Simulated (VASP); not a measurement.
These are PBE GGA, VASP's PBE PAW potentials (set 64) (plane waves; VASP) values and carry that method's errors.

The input files of a VASP run:

### POSCAR
```
CsPbCl3
1
    5.7312567837     0.0000000000    -0.0000000000
    0.0000000000     5.7312567837     0.0000000000
    0.0000000000    -0.0000000000     5.7312567837
Cs Pb Cl
1 1 3
Direct
  0.0000000000   0.0000000000   0.0000000000
  0.5000000000   0.5000000000   0.5000000000
  0.5000000000   0.0000000000   0.5000000000
  0.0000000000   0.5000000000   0.5000000000
  0.5000000000   0.5000000000   0.0000000000
```

### INCAR
```
LCHARG = .FALSE.
ALGO = Normal
ICHARG = 11
LREAL = .FALSE.
LORBIT = 11   # lm-projected
SIGMA = 0.05
ISMEAR = 0   # Gaussian
ENCUT = 520
NELM = 100
LASPH = .TRUE.   # aspherical one-centre terms
PREC = Accurate
LWAVE = .FALSE.
LMAXMIX = 4
SYSTEM = CsPbCl3
EDIFF = 1E-7   # SCF stop (eV)
GGA = PE
```

### KPOINTS
```
k-points along high-symmetry lines
15
Line-mode
Reciprocal
  0.000000   0.000000   0.000000 ! GAMMA
  0.000000   0.500000   0.000000 ! X

  0.000000   0.500000   0.000000 ! X
  0.500000   0.500000   0.000000 ! M

  0.500000   0.500000   0.000000 ! M
  0.000000   0.000000   0.000000 ! GAMMA

  0.000000   0.000000   0.000000 ! GAMMA
  0.500000   0.500000   0.500000 ! R

  0.500000   0.500000   0.500000 ! R
  0.000000   0.500000   0.000000 ! X

  0.500000   0.500000   0.500000 ! R
  0.500000   0.500000   0.000000 ! M
```

POTCAR, in this order: Cs_sv Pb_d Cl (PBE.64 set). Program: vasp_std. Read from the step before: CHGCAR.

Output

### OUTCAR
```
 ion  position               nearest neighbor table
   1  0.000  0.000  0.000-
   2  0.500  0.500  0.500-   3 2.87   4 2.87   5 2.87   5 2.87   3 2.87   4 2.87
   3  0.500  0.000  0.500-   2 2.87   2 2.87
   4  0.000  0.500  0.500-   2 2.87   2 2.87
   5  0.500  0.500  0.000-   2 2.87   2 2.87
  LATTYP: Found a simple cubic cell.
 ALAT       =     5.7312567837
 Subroutine PRICEL returns:
 Original cell was already a primitive cell.
 Subroutine GETGRP returns: Found 48 space group operations
The static configuration has the point symmetry O_h .
The dynamic configuration has the point symmetry O_h .
 Subroutine INISYM returns: Found 48 space group operations
   k-points           NKPTS =     90   k-points in BZ     NKDIM =     90   number of bands    NBANDS=     26
   number of dos      NEDOS =    301   number of ions     NIONS =      5
   total plane-waves  NPLWV = 110592
   dimension x,y,z NGX =    48 NGY =   48 NGZ =   48
   dimension x,y,z NGXF=    96 NGYF=   96 NGZF=   96
   ions per type =               1   1   3
   PREC   = accura    normal or accurate (medium, high low for compatibility)
   ISTART =      0    job   : 0-new  1-cont  2-samecut
   ICHARG =     11    charge: 1-file 2-atom 10-const
   ISPIN  =      1    spin polarized calculation?
   LNONCOLLINEAR =      F non collinear calculations
...
```

OSZICAR:
```
       N       E                     dE             d eps       ncg     rms          rms(c)
DAV:   1     0.413668040280E+03    0.41367E+03   -0.19372E+04  4680   0.153E+03
DAV:   2     0.345940030249E+02   -0.37907E+03   -0.37084E+03  5868   0.345E+02
DAV:   3    -0.149199996203E+02   -0.49514E+02   -0.48433E+02  5596   0.135E+02
DAV:   4    -0.170791715291E+02   -0.21592E+01   -0.21463E+01  6044   0.351E+01
DAV:   5    -0.171498966948E+02   -0.70725E-01   -0.70663E-01  6062   0.544E+00
DAV:   6    -0.171526478454E+02   -0.27512E-02   -0.27508E-02  6976   0.117E+00
DAV:   7    -0.171527026021E+02   -0.54757E-04   -0.54754E-04  6210   0.112E-01
DAV:   8    -0.171527034179E+02   -0.81586E-06   -0.81583E-06  6936   0.150E-02
DAV:   9    -0.171527034406E+02   -0.22667E-07   -0.22645E-07  4522   0.157E-03
   1 F= -.17152703E+02 E0= -.17152703E+02  d E =-.178637E-15
```

OUTCAR:
```
 val. band max:        0.9814568270   @ k =   0.5000   0.5000   0.5000

 cond. band min:       3.1926671192   @ k =   0.5000   0.5000   0.5000



 k-point     1 :       0.0000    0.0000    0.0000
  band No.  band energies     occupation
      1     -20.0607      2.00000
      2     -15.5286      2.00000
      3     -15.5286      2.00000
      4     -15.3675      2.00000
      5     -15.3675      2.00000
      6     -15.3675      2.00000
      7     -13.5736      2.00000
      8     -12.8884      2.00000
      9     -12.8884      2.00000
     10      -6.8467      2.00000
     11      -6.8467      2.00000
     12      -6.8467      2.00000
     13      -5.4756      2.00000
     14      -3.0548      2.00000
     15      -3.0548      2.00000
     16      -3.0548      2.00000
     17      -1.1540      2.00000
     18      -1.1540      2.00000
     19      -1.1540      2.00000
     20      -1.0763      2.00000
     21      -1.0763      2.00000
     22      -1.0763      2.00000
     23       4.6441      0.00000
     24       5.7183      0.00000
     25       5.7183      0.00000
     26       6.6056      0.00000

 k-point     2 :       0.0000    0.0357    0.0000
  band No.  band energies     occupation
      1     -20.0607      2.00000
      2     -15.5286      2.00000
      3     -15.5277      2.00000
      4     -15.3675      2.00000
      5     -15.3675      2.00000
      6     -15.3675      2.00000
      7     -13.5723      2.00000
      8     -12.8912      2.00000
      9     -12.8883      2.00000
     10      -6.8466      2.00000
     11      -6.8465      2.00000
     12      -6.8465      2.00000
     13      -5.4910      2.00000
     14      -3.0539      2.00000
     15      -3.0539      2.00000
     16      -3.0281      2.00000
     17      -1.1552      2.00000
     18      -1.1551      2.00000
     19      -1.1551      2.00000
     20      -1.0774      2.00000
     21      -1.0774      2.00000
     22      -1.0770      2.00000
     23       4.6555      0.00000
...
```

The density is held fixed in this step, so its total energy and stress have no physical meaning. Unless said otherwise, spin-orbit coupling is left out, though it shifts the bands of the heavy elements here.

The compound is CsPbCl3 in the cubic perovskite structure, the ideal cubic form; the compound distorts at low or room temperature. It was relaxed first, which changed the volume by +7 %.
